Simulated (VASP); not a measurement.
All values below come from r2SCAN meta-GGA, VASP's PBE PAW potentials (set 64) (plane waves; VASP).

The input files of a VASP run:

INCAR:
```
SYSTEM = Ag
PREC = Accurate; ENCUT = 480; LREAL = .FALSE.
LASPH = .TRUE.
EDIFF = 1E-7; NELM = 100; ALGO = Normal
LMAXMIX = 4; LMIXTAU = .TRUE.
ISMEAR = 1; SIGMA = 0.1
METAGGA = R2SCAN
IBRION = 2; NSW = 40; ISIF = 3
EDIFFG = -0.01; PSTRESS = 200
LWAVE = .FALSE.; LCHARG = .FALSE.
```

File POSCAR:
```
Ag
1.0
  0.0000000000   2.0505678027   2.0505678027
  2.0505678027   0.0000000000   2.0505678027
  2.0505678027   2.0505678027   0.0000000000
Ag
1
Cartesian
  0.0000000000   0.0000000000   0.0000000000
```

File KPOINTS:
```
Automatic mesh
0
Gamma
14 14 14
0 0 0
```

POTCAR, in this order: Ag (PBE.64 set). Program: vasp_std.

Task: What will the output report for the number of irreducible k-points (NKPTS), number of bands (NBANDS), largest plane-wave count, number of space-group operations, FFT grid (NGX, NGY, NGZ)?

Result: 
* **number of irreducible k-points (NKPTS)**: 104
* **number of bands (NBANDS)**: 9
* **largest plane-wave count**: 428
* **number of space-group operations**: 48
* **FFT grid (NGX, NGY, NGZ)**: 24 × 24 × 24

The compound is Ag in the fcc structure. This run relaxes it under an external pressure of 20 GPa. Symmetry was kept, so distortions that lower it aren't found.
